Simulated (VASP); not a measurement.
A VASP calculation is set up with these files.

File POSCAR:
```
TiAl
1
    2.8121741069     0.0000000000     0.0000000000
    0.0000000000     2.8121741069     0.0000000000
    0.0000000000    -0.0000000000     4.0463924434
Ti Al
1 1
Direct
  0.0000000000   0.0000000000   0.0000000000
  0.5000000000   0.5000000000   0.5000000000
```

KPOINTS:
```
kpoints
0
G
  14 14 10
0 0 0
```

INCAR:
```
SYSTEM = TiAl
PREC = Accurate
ENCUT = 520
EDIFF = 1E-7
NELM = 100
ALGO = Normal
LREAL = .FALSE.
LASPH = .TRUE.
ISMEAR = -5
GGA = MK
PARAM1 = 0.1234
PARAM2 = 1.0
LUSE_VDW = .TRUE.
AGGAC = 0.0
LMAXMIX = 4
LWAVE = .FALSE.
LCHARG = .TRUE.
LORBIT = 11
NEDOS = 601
ISIF = 2
```

POTCAR, in this order: Ti_sv Al (PBE.64 set). Program: vasp_std.

### Question
Translate this optB86b-vdW calculation to Quantum ESPRESSO's pw.x.

### Answer
One equivalent input (not run):
```
&CONTROL
  calculation = 'scf'
  pseudo_dir = './pseudo'
  outdir = './out'
  tprnfor = .true.
  tstress = .true.
/
&SYSTEM
  ibrav = 0
  nat = 2
  ntyp = 2
  ecutwfc = 84
  occupations = 'tetrahedra'
  input_dft = 'vdw-df-ob86'
/
&ELECTRONS
  conv_thr = 7.3e-09
  electron_maxstep = 100
/
ATOMIC_SPECIES
  Ti 47.867 Ti.upf
  Al 26.982 Al.upf
CELL_PARAMETERS angstrom
     2.8121741    0.0000000    0.0000000
     0.0000000    2.8121741    0.0000000
     0.0000000   -0.0000000    4.0463924
ATOMIC_POSITIONS crystal
  Ti   0.0000000  0.0000000  0.0000000
  Al   0.5000000  0.5000000  0.5000000
K_POINTS automatic
  14 14 10 0 0 0
```
Limits of the translation: the potentials are each code's own (VASP's PAW set, PseudoDojo norm-conserving files in pw.x), so ENCUT and ecutwfc are chosen apart and not converted; conv_thr bounds pw.x's estimated SCF error, while EDIFF bounds the energy change between steps.

The compound is TiAl in the L1_0 structure. It was relaxed first.
